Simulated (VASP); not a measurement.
Runs of VASP 6.6.1 on NaLaMnMoO6. The structure is monoclinic, space group Cm (No. 8). Conventional cell: a = 9.445 Å, b = 5.474 Å, c = 5.485 Å, α = 90.00°, β = 125.39°, γ = 90.00°. Na (site symmetry m) has 7 O at 2.42 to 2.76 Å as nearest neighbours. La (site symmetry m) is surrounded by 7 O at 2.43 to 2.76 Å. Mn (site symmetry m) has 6 O at 1.94 to 1.95 Å as nearest neighbours. Mo (site symmetry m) has 6 O at 1.96 to 1.98 Å as nearest neighbours. Around O (site symmetry 1) lie 1 Mn at 1.94 Å and 1 Mo at 1.97 Å. O (site symmetry m) has 1 Mn at 1.94 Å and 1 Mo at 1.96 Å as nearest neighbours. Around O (site symmetry m) lie 1 Mn at 1.95 Å and 1 Mo at 1.98 Å. O (site symmetry 1) has 1 Mn at 1.94 Å and 1 Mo at 1.97 Å as nearest neighbours. The cell was built by a generator and needn't be a form met in nature.

| task | level | potentials or basis | cell | cutoff (eV) | gap on the mesh (eV) | pressure (GPa) | moment (μB) | relaxed volume (Å³/atom) | largest force (eV/Å) |
| --- | --- | --- | --- | --- | --- | --- | --- | --- | --- |
| relaxation of cell and atoms | LDA | VASP PAW LDA potentials, release 64 (Na_pv, La, Mn_pv, Mo_sv, O) | relaxed | 600 | none | 0.0 | 1.14 | 10.76 | 0.02 |
| band structure | PBEsol | VASP PAW PBE potentials, release 64 (Na_pv, La, Mn_pv, Mo_sv, O) | Cm, 11.1 Å³/atom | 520 | - | (b) | 1.52 | - | 0.01 |
| band structure | PBE | VASP PAW PBE potentials, release 64 (Na_pv, La, Mn_pv, Mo_sv, O) | Cm, 11.65 Å³/atom | 520 | - | 0.2 | 2.26 | - | 0.01 |
| relaxation of cell and atoms | PBE | VASP PAW PBE potentials, release 64 (Na_pv, La, Mn_pv, Mo_sv, O) | relaxed | 600 | none | -0.1 | 2.26 | (a) | 0.01 |
| band structure | LDA | VASP PAW LDA potentials, release 64 (Na_pv, La, Mn_pv, Mo_sv, O) | Cm, 10.76 Å³/atom | 520 | - | 0.4 | 1.14 | - | 0.02 |
| relaxation of cell and atoms | PBEsol | VASP PAW PBE potentials, release 64 (Na_pv, La, Mn_pv, Mo_sv, O) | relaxed | 600 | none | 0.0 | 1.52 | 11.10 | 0.01 |

Alike in all rows: spin collinear, ferromagnetic start; k mesh 6 × 6 × 6; smearing fermi-dirac 0.05 eV.

Task: Fill in the values left out.

Result: (a) 11.65; (b) 0.3.

Caveats: a cell with one magnetic atom can't hold antiferromagnetic order, which such compounds often take; semilocal functionals often make such compounds metallic where correlation or magnetic order opens a gap, which also shifts bond lengths; spin-orbit coupling is left out, which moves the levels of the heavy elements (some runs); the PAW data sets were made with another functional, which shifts forces and pressure a little (some runs).

A k mesh can miss the band edges, and the runs leave out spin-orbit coupling on La, Mo.

A gap of «none» marks a metal or a gap under the smearing width.
